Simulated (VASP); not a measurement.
Consider the following.

```
Al2Au
1.0
    0.00000     3.05802     3.05802
    3.05802     0.00000     3.05802
    3.05802     3.05802     0.00000
Al Au
2 1
Direct
  0.25000   0.25000   0.25000
  0.75000   0.75000   0.75000
  0.00000   0.00000   0.00000
```

All values below come from PBE GGA, VASP's PBE PAW potentials (set 64) (plane waves; VASP). Settings: 520 eV cut-off, 9×9×9 Γ-centred mesh, first-order Methfessel-Paxton smearing of 0.10 eV, potentials Al Au.

Unless said otherwise, spin-orbit coupling is left out, though it shifts the bands of the heavy elements here.

Problem. Estimate the energy per atom (σ→0), pressure, band gap (on the k-mesh) with the smallest direct gap where there is one.

Solution. 
```yaml
band gap (on the k-mesh): none (metal, semimetal or under 0.01 eV)
energy per atom (σ→0): -4.000 eV/atom
pressure: -29.2 kbar
```

Only differences to runs with the same potentials and settings are physical.

The compound is AuAl2 in the fluorite structure. This cell is one point of a volume scan, at 1.03 of the reference volume. The electron count is odd and the run is not spin-polarised, which forces a metal.
